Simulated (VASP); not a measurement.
Given:

```
NaCl
1.0
    0.00000     2.82000     2.82000
    2.82000     0.00000     2.82000
    2.82000     2.82000     0.00000
Na Cl
1 1
Cartesian
  0.00000   0.00000   0.00000
  2.82000   2.82000   2.82000
```

Method: PBE GGA, VASP's PBE PAW potentials (set 64) (plane waves; VASP). Run with PREC = Normal, 500 eV cut-off, 6×6×6 Γ-centred mesh, Gaussian smearing of 0.010 eV, potentials Na_sv_GW Cl_GW.

Question: Predict the energy per atom (σ→0), band gap (on the k-mesh) with the smallest direct gap where there is one.

Answer: 
```json
{
  "band gap (on the k-mesh)": "5.11 eV",
  "smallest direct gap (on the k-mesh)": "5.11 eV",
  "energy per atom (σ→0)": "-4.428 eV/atom"
}
```

The absolute energy has meaning only against runs of the same code, potentials and settings.

The compound is NaCl in the rock salt structure. The cell was not relaxed at this level.
